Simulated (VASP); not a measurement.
Runs of VASP 6.6.1 on N2. The cell holds a molecule in a box, 2 atoms: a = 11.441 Å, b = 11.941 Å, c = 12.441 Å, α = 90.00°, β = 90.00°, γ = 90.00°. 

```tsv
task	level	cell	atoms held fixed (from 0)	gap on the mesh (eV)	largest force (eV/Å)
single point	RPBE	as given	-	8.05	0.66
single point	PBE	as given	-	8.02	0.01
single point	RPBE+D3(BJ)	as given	-	8.05	(a)
relaxation of the atoms	PBE+D3(BJ)	atoms relaxed	[0]	8.02	-
```

Alike in all rows: potentials or basis VASP PAW PBE potentials, release 64 (N); no spin polarisation; k mesh 1 × 1 × 1; cutoff (eV) 400; smearing gaussian 0.01 eV.

Question: Fill in the values left out.

Answer: (a) 0.65.

Caveats: the standard files for N, O and F lose accuracy on very short bonds; the PAW data sets were made with another functional, which shifts forces and pressure a little (some runs).

